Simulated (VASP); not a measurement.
# Si2WC3 (Cmc2_1) in VASP: relaxation of cell and atoms with PBE

Aim: the relaxation of cell and atoms of Si2WC3 with PBE.

All numbers are computed with VASP 6.6.1; they aren't measurements. Logs are shortened: lines on timing, memory, paths and dates and some standing lists are left out, and cuts for length are marked.

**1. The structure**

The structure is orthorhombic, space group Cmc2_1 (No. 36). Conventional cell: a = 9.900 Å, b = 5.700 Å, c = 5.300 Å, α = 90.00°, β = 90.00°, γ = 90.00°. Around Si (site symmetry 1) lie 4 C at 2.05 to 2.30 Å. W (site symmetry m) has 3 C at 1.69 to 1.77 Å as nearest neighbours. C (site symmetry 1) is surrounded by 1 W at 1.69 Å. Around C (site symmetry m) lie 2 W at 1.77 to 1.96 Å.

The cell was built by a generator and needn't be a form met in nature.

**2. Relaxation of cell and atoms, PBE**

INCAR reads:

```
PREC     = Normal         # precision mode
ENCUT    = 520            # plane-wave cutoff, eV
EDIFF    = 1E-4           # SCF threshold, eV
ISMEAR   = 0              # smearing method
SIGMA    = 0.15           # smearing width, eV
LREAL    = Auto         
LASPH    = True           # aspherical terms in the spheres
NELM     = 60             # most SCF steps
ALGO     = Fast           # electronic algorithm
ISIF     = 3              # what is computed and relaxed
LWAVE    = False          # write WAVECAR
LCHARG   = False          # write CHGCAR
GGA      = PE             # functional
IBRION   = 2              # ionic algorithm
NSW      = 24             # ionic steps
EDIFFG   = -0.08          # ionic threshold
```

KPOINTS reads:

```
regular mesh
0
Gamma
  4 4 3
```

POSCAR reads:

```
Si2WC3
1.0
    4.9500000000     -2.8500000000      0.0000000000
    4.9500000000      2.8500000000      0.0000000000
    0.0000000000      0.0000000000      5.3000000000
Si W C
4 2 6
Direct
    0.1710000000      0.4810000000      0.5000000000
    0.8290000000      0.5190000000      0.0000000000
    0.5190000000      0.8290000000      0.5000000000
    0.4810000000      0.1710000000      0.0000000000
    0.1700000000      0.8300000000      0.9910000000
    0.8300000000      0.1700000000      0.4910000000
    0.1630000000      0.5470000000      0.9110000000
    0.4530000000      0.8370000000      0.9110000000
    0.8860000000      0.1140000000      0.8560000000
    0.5470000000      0.1630000000      0.4110000000
    0.8370000000      0.4530000000      0.4110000000
    0.1140000000      0.8860000000      0.3560000000
```

Potentials or basis: VASP PAW PBE potentials, release 64 (Si, W_sv, C).

Command:

```bash
$ cat potpaw_PBE.64/Si/POTCAR potpaw_PBE.64/W_sv/POTCAR potpaw_PBE.64/C/POTCAR > POTCAR
$ mpirun -np 1 vasp_std > vasp.out
```

OUTCAR:

```text
PREC = Normal
   ENCUT = 520
   EDIFF = 1E-4
   ISMEAR = 0
   LREAL = Auto
   LASPH = True
   NELM = 60
   ISIF = 3
   GGA = PE
   IBRION = 2
   NSW = 24
   EDIFFG = -0.08

 ion  position               nearest neighbor table
   1  0.171  0.481  0.500-  11 2.05  10 2.05   7 2.21  12 2.30   6 3.23   6 3.26   5 3.28
   2  0.829  0.519  0.000-   7 2.05   8 2.05  11 2.21   9 2.30   5 3.23   5 3.26   6 3.28
   3  0.519  0.829  0.500-  10 2.05  11 2.05   8 2.21  12 2.30   6 3.23   6 3.26   5 3.28
   4  0.481  0.171  0.000-   8 2.05   7 2.05  10 2.21   9 2.30   5 3.23   5 3.26   6 3.28
   5  0.170  0.830  0.991-   7 1.69   8 1.69   9 1.77  12 1.96   2 3.23   4 3.23   2 3.26   4 3.26
                             1 3.28   3 3.28   6 3.28   6 3.28
   6  0.830  0.170  0.491-  10 1.69  11 1.69  12 1.77   9 1.96   1 3.23   3 3.23   3 3.26   1 3.26
                             4 3.28   2 3.28   5 3.28   5 3.28
   7  0.163  0.547  0.911-   5 1.69   2 2.05   4 2.05   1 2.21
   8  0.453  0.837  0.911-   5 1.69   4 2.05   2 2.05   3 2.21
   9  0.886  0.114  0.856-   5 1.77   6 1.96   2 2.30   4 2.30
  10  0.547  0.163  0.411-   6 1.69   3 2.05   1 2.05   4 2.21
  11  0.837  0.453  0.411-   6 1.69   1 2.05   3 2.05   2 2.21
  12  0.114  0.886  0.356-   6 1.77   5 1.96   1 2.30   3 2.30

  LATTYP: Found a base centered orthorhombic cell.
 ALAT       =     5.7000000000
 B/A-ratio  =     1.7368421053
 C/A-ratio  =     0.9298245614

  Lattice vectors:

 A1 = (  -4.9500000000,  -2.8500000000,   0.0000000000)
 A2 = (   4.9500000000,  -2.8500000000,   0.0000000000)
 A3 = (   0.0000000000,   0.0000000000,   5.3000000000)

Analysis of symmetry for initial positions (statically):
=====================================================================
 Subroutine PRICEL returns:
 Original cell was already a primitive cell.

 Routine SETGRP: Setting up the symmetry group for a
 base centered orthorhombic supercell.

 Subroutine GETGRP returns: Found  4 space group operations
 (whereof  2 operations were pure point group operations)
 out of a pool of  8 trial point group operations.

The static configuration has the point symmetry C_1h.
 The point group associated with its full space group is C_2v.

Analysis of symmetry for dynamics (positions and initial velocities):
=====================================================================
 Subroutine PRICEL returns:
 Original cell was already a primitive cell.

 Routine SETGRP: Setting up the symmetry group for a
 base centered orthorhombic supercell.

 Subroutine GETGRP returns: Found  4 space group operations
 (whereof  2 operations were pure point group operations)
 out of a pool of  8 trial point group operations.

The dynamic configuration has the point symmetry C_1h.
 The point group associated with its full space group is C_2v.

 Subroutine INISYM returns: Found  4 space group operations
 (whereof  2 operations are pure point group operations),
 and found     1 'primitive' translations

----------------------------------------------------------------------------------------

                                     Primitive cell

  volume of cell :     149.5395

  direct lattice vectors                    reciprocal lattice vectors
     4.950000000 -2.850000000  0.000000000     0.101010101 -0.175438596  0.000000000
     4.950000000  2.850000000  0.000000000     0.101010101  0.175438596  0.000000000
     0.000000000  0.000000000  5.300000000     0.000000000  0.000000000  0.188679245

  length of vectors
     5.711829829  5.711829829  5.300000000     0.202439476  0.202439476  0.188679245

  position of ions in fractional coordinates (direct lattice)
     0.171000000  0.481000000  0.500000000
     0.829000000  0.519000000  0.000000000
     0.519000000  0.829000000  0.500000000
     0.481000000  0.171000000  0.000000000
     0.170000000  0.830000000  0.991000000
     0.830000000  0.170000000  0.491000000
     0.163000000  0.547000000  0.911000000
     0.453000000  0.837000000  0.911000000
     0.886000000  0.114000000  0.856000000
     0.547000000  0.163000000  0.411000000
     0.837000000  0.453000000  0.411000000
     0.114000000  0.886000000  0.356000000

  ion indices of the primitive-cell ions
   primitive index   ion index
                 1           1
                 2           2
                 3           3
                 4           4
                 5           5
                 6           6
                 7           7
                 8           8
                 9           9
                10          10
                11          11
                12          12

----------------------------------------------------------------------------------------

 KPOINTS: regular mesh

Automatic generation of k-mesh.
 Grid dimensions read from file:
 generate k-points for:    4    4    3

 Generating k-lattice:

  Cartesian coordinates                     Fractional coordinates (reciprocal lattice)
     0.025252525 -0.043859649  0.000000000     0.250000000  0.000000000  0.000000000
     0.025252525  0.043859649  0.000000000     0.000000000  0.250000000  0.000000000
     0.000000000  0.000000000  0.062893082     0.000000000  0.000000000  0.333333333

  Length of vectors
     0.050609869  0.050609869  0.062893082

  Shift w.r.t. Gamma in fractional coordinates (k-lattice)
     0.000000000  0.000000000  0.000000000

 Subroutine IBZKPT returns following result:
 ===========================================

 Found     14 irreducible k-points:

 Following reciprocal coordinates:
            Coordinates               Weight
  0.000000  0.000000  0.000000      1.000000
  0.250000  0.000000  0.000000      4.000000
  0.500000  0.000000  0.000000      2.000000
  0.250000  0.250000  0.000000      2.000000
  0.500000  0.250000  0.000000      4.000000
 -0.250000  0.250000  0.000000      2.000000
  0.500000  0.500000  0.000000      1.000000
  0.000000  0.000000  0.333333      2.000000
  0.250000  0.000000  0.333333      8.000000
  0.500000  0.000000  0.333333      4.000000
  0.250000  0.250000  0.333333      4.000000
  0.500000  0.250000  0.333333      8.000000
 -0.250000  0.250000  0.333333      4.000000
  0.500000  0.500000  0.333333      2.000000
   k-points           NKPTS =     14   k-points in BZ     NKDIM =     14   number of bands    NBANDS=     41
   number of dos      NEDOS =    301   number of ions     NIONS =     12
   total plane-waves  NPLWV =  30720
   dimension x,y,z NGX =    32 NGY =   32 NGZ =   30
   dimension x,y,z NGXF=    64 NGYF=   64 NGZF=   60
   ions per type =               4   2   6
   NGX,Y,Z   is equivalent  to a cutoff of   9.31,  9.31,  9.41 a.u.
   NGXF,Y,Z  is equivalent  to a cutoff of  18.63, 18.63, 18.82 a.u.
 SYSTEM =  unknown system
   PREC   = normal    normal or accurate (medium, high low for compatibility)
   ISTART =      0    job   : 0-new  1-cont  2-samecut
   ICHARG =      2    charge: 1-file 2-atom 10-const
   ISPIN  =      1    spin polarized calculation?
   LNONCOLLINEAR =      F non collinear calculations
   LSORBIT =      F    spin-orbit coupling
   LASPH  =      T    aspherical Exc in radial PAW
   ENCUT  =  520.0 eV  38.22 Ry    6.18 a.u.  10.62 10.62  9.85*2*pi/ulx,y,z
   NELM   =     60;   NELMIN=  2; NELMDL= -5     # of ELM steps
   EDIFF  = 0.1E-03   stopping-criterion for ELM
   LREAL  =      T    real-space projection
   EDIFFG = -.8E-01   stopping-criterion for IOM
   NSW    =     24    number of steps for IOM
   IBRION =      2    ionic relax: 0-MD 1-quasi-New 2-CG
   NFREE  =      1    steps in history (QN), initial steepest desc. (CG)
   ISIF   =      3    stress and relaxation
   ISYM   =      2    0-nonsym 1-usesym 2-fastsym
   POTIM  = 0.5000    time-step for ionic-motion
   TEBEG  =    0.0;   TEEND  =   0.0 temperature during run
   PSTRESS=    0.0 pullay stress
   NELECT =      68.0000    total number of electrons
   NUPDOWN=      -1.0000    fix difference up-down
   EMIN   =  10.00;   EMAX   =-10.00  energy-range for DOS
   EFERMI =   0.00;   METHOD = LEGACY
   ISMEAR =     0;   SIGMA  =   0.15  broadening in eV -4-tet -1-fermi 0-gaus
   EFERMI_NEDOS =   21; number of points for ismear=-14 and -15
   IALGO  =     68    algorithm
   IMIX   =      4    mixing-type and parameters
     AMIX     =   0.40;   BMIX     =  1.00
     AMIX_MAG =   1.60;   BMIX_MAG =  1.00
  volume/ion in A,a.u.               =      12.46        84.10
  Fermi-wavevector in a.u.,A,eV,Ry     =   1.258904  2.378983 21.563036  1.584838
  Thomas-Fermi vector in A             =   2.392490
   LORBIT       =      0    0 simple, 1 ext, 2 COOP (PROOUT), +10 PAW based schemes
   GGA     = PE    functional components
   LHFCALC =     F    Hartree Fock is set to
   AEXX    =    0.0000 exact exchange contribution
   IVDW    =     0    specifies the selected vdW correction
   LEPSILON=     F    determine dielectric tensor
   LRPA    =     F    only Hartree local field effects (RPA)
 conjugate gradient relaxation of ions
 non-spin polarized calculation
 RMM-DIIS sequential band-by-band and
 Gauss-broadening in eV      SIGMA  =   0.15
  energy-cutoff  :      520.00
  volume of cell :      149.54
 maximum number of plane-waves:      4055
   NGX = 21   NGY = 21   NGZ = 19

--------------------------------------- Ionic step        1  -------------------------------------------

 number of electron      68.0000001 magnetization

 Free energy of the ion-electron system (eV)
  ---------------------------------------------------
  ext. energy  EPLUGINS =         0.00000000
  ---------------------------------------------------
  free energy    TOTEN  =       -84.82143433 eV

  energy without entropy =      -84.75660157  energy(sigma->0) =      -84.78901795

------------------------ aborting loop because EDIFF is reached ----------------------------------------

  FORCE on cell =-STRESS in cart. coord.  units (eV):
  Direction    XX          YY          ZZ          XY          YZ          ZX
  --------------------------------------------------------------------------------------
  -------------------------------------------------------------------------------------
  Total       51.8346453     31.0057425     12.3764850      0.0000000      0.0000000      0.0000000
  in kB      555.3602463    332.1978322    132.6025815      0.0000000      0.0000000      0.0000000
  external PRESSURE =     340.0535534 kB  Pullay stress =       0.0000000 kB
[... 79 lines left out ...]
--------------------------------------- Ionic step        3  -------------------------------------------

 number of electron      68.0000034 magnetization

 E-fermi :   5.0575     XC(G=0):  -9.9374

 val. band max:        5.0394603703   @ k =   0.5000   0.2500   0.0000
 cond. band min:       5.0693667609   @ k =   0.5000   0.2500   0.3333
 fundamental gap:      0.0299063905
 Fermi energy:         5.0575035225

 k-point     1 :       0.0000    0.0000    0.0000
  band No.  band energies     occupation
      1     -69.4120      2.00000
      2     -69.4040      2.00000
      3     -34.1197      2.00000
      4     -33.9519      2.00000
      5     -33.6463      2.00000
      6     -33.6266      2.00000
[... 644 lines left out ...]
  FREE ENERGIE OF THE ION-ELECTRON SYSTEM (eV)
  ---------------------------------------------------
  free  energy   TOTEN  =       -84.9464331073 eV

  energy  without entropy=      -84.8249643871  energy(sigma->0) =      -84.88569875

 E-fermi :  10.0327     XC(G=0): -12.0117

 val. band max:       10.0296679734   @ k =   0.5000   0.5000   0.0000
 cond. band min:      10.1195162991   @ k =   0.2500   0.0000   0.0000
 fundamental gap:      0.0898483257
 Fermi energy:        10.0326937402

 k-point     1 :       0.0000    0.0000    0.0000
  band No.  band energies     occupation
      1     -64.7252      2.00000
      2     -64.7143      2.00000
      3     -29.0974      2.00000
      4     -29.0719      2.00000
      5     -29.0629      2.00000
      6     -29.0002      2.00000
[... 605 lines left out ...]
     40      12.0116      0.00000
     41      12.9569      0.00000

[... ionic steps 4 to 21 ...]

--------------------------------------- Ionic step       22  -------------------------------------------

 number of electron      68.0000008 magnetization

------------------------ aborting loop because EDIFF is reached ----------------------------------------
[... 87 lines left out ...]
--------------------------------------- Ionic step       24  -------------------------------------------

 number of electron      68.0000006 magnetization

 Free energy of the ion-electron system (eV)
  ---------------------------------------------------
  ext. energy  EPLUGINS =         0.00000000
  ---------------------------------------------------
  free energy    TOTEN  =       -99.28533769 eV

  energy without entropy =      -99.22945674  energy(sigma->0) =      -99.25739722

 E-fermi :   9.2050     XC(G=0): -11.7465

 val. band max:        9.1952310321   @ k =  -0.2500   0.2500   0.0000
 cond. band min:       9.2308222865   @ k =   0.5000   0.0000   0.0000
 fundamental gap:      0.0355912544
 Fermi energy:         9.2049956616

 k-point     1 :       0.0000    0.0000    0.0000
  band No.  band energies     occupation
      1     -65.4055      2.00000
      2     -65.3859      2.00000
      3     -29.7683      2.00000
      4     -29.7370      2.00000
      5     -29.7290      2.00000
      6     -29.6782      2.00000
[... 644 lines left out ...]
  FREE ENERGIE OF THE ION-ELECTRON SYSTEM (eV)
  ---------------------------------------------------
  free  energy   TOTEN  =       -99.2853376912 eV

  energy  without entropy=      -99.2294567401  energy(sigma->0) =      -99.25739722

 reached required accuracy - stopping structural energy minimisation
```

It took 14 min on 1 thread of AMD EPYC 7R13 (Zen 3), shared host; peak memory 0.2 GiB.

Results:

| Item | Value |
| --- | --- |
| Free energy | -99.2853 eV |
| Relaxed volume | 11.21 Å³/atom |
| Relaxed cell | a = 5.662 Å, b = 5.662 Å, c = 4.858 Å, α = 90.00°, β = 90.00°, γ = 59.73° |
| Space group after relaxing (to 0.05 Å) | Cmc2_1 (No. 36) |
| Energy gained by relaxing | 1205.3 meV/atom |
| Ionic steps | 24 |
| Pressure after relaxing | 0.3 GPa |
| Largest force after relaxing | 0.062 eV/Å |
| Band gap on the k mesh | none (metal or under the smearing width) |

Forces in eV/Å, atoms in the order of the input:
```
Si   0.031 -0.010 -0.036
Si  -0.031  0.010 -0.036
Si  -0.031 -0.010 -0.036
Si   0.031  0.010 -0.036
W    0.000  0.015  0.024
W    0.000 -0.015  0.024
C    0.041  0.032 -0.007
C   -0.041  0.032 -0.007
C    0.000  0.000  0.062
C    0.041 -0.032 -0.007
C   -0.041 -0.032 -0.007
C    0.000  0.000  0.062
```

The path:
```
step  energy change (eV)  largest force (eV/Å)  pressure (GPa)  volume (Å³)
   1              0.0000               15.0417           34.01       149.54
   2              4.5258               12.6585          -17.39       213.34
   3             -0.1250               10.7592          -19.53       197.98
   4             -3.9847                9.2319          -20.17       186.02
   5             -8.8017                5.4117          -13.33       167.20
   6             -8.7420                5.2077           -1.87       158.69
   7             -9.0955                4.9660           -9.53       163.55
   8             -9.1041                4.9537           -8.54       162.69
   9            -12.4891                2.0125          -12.31       152.49
  10            -13.1203                2.6920           -8.37       144.14
  11            -13.1568                2.3902           -9.77       145.81
  12            -13.2004                2.1143           17.72       127.13
  13            -13.8251                1.5052            2.09       135.63
  14            -14.0919                0.7159           -1.54       137.70
  15            -14.0943                0.7977           -1.78       137.90
  16            -14.2386                0.7943            0.04       136.51
  17            -14.2649                0.7874            1.33       135.63
  18            -14.3764                0.4211           -0.78       136.29
  19            -14.3960                0.5752           -2.24       136.77
  20            -14.4419                0.3769            1.31       133.93
  21            -14.4462                0.2851            0.54       134.56
  22            -14.4573                0.2000           -0.60       134.99
  23            -14.4591                0.1367           -0.38       134.88
  24            -14.4639                0.0615            0.28       134.50
```

Final structure:
```yaml
crystal:
  lattice:
    - [4.90989, -2.81931, 0.00000]
    - [4.90989, 2.81931, 0.00000]
    - [0.00000, 0.00000, 4.85815]
  atoms:
    - { symbol: Si, position: [0.17422, 0.48732, 0.51447] }
    - { symbol: Si, position: [0.82578, 0.51268, 0.01447] }
    - { symbol: Si, position: [0.51268, 0.82578, 0.51447] }
    - { symbol: Si, position: [0.48732, 0.17422, 0.01447] }
    - { symbol: W, position: [0.15445, 0.84555, 0.94923] }
    - { symbol: W, position: [0.84555, 0.15445, 0.44923] }
    - { symbol: C, position: [0.15746, 0.48030, 0.89738] }
    - { symbol: C, position: [0.51970, 0.84254, 0.89738] }
    - { symbol: C, position: [0.78722, 0.21278, 0.89607] }
    - { symbol: C, position: [0.48030, 0.15746, 0.39738] }
    - { symbol: C, position: [0.84254, 0.51970, 0.39738] }
    - { symbol: C, position: [0.21278, 0.78722, 0.39607] }
```

Caveat: the k mesh is coarse (spacing up to 0.40 Å⁻¹), so the values aren't converged; the relaxation stopped at a loose force limit of 0.08 eV/Å, so its end isn't a converged minimum. The run has no spin-orbit coupling, so splittings on W are missing.
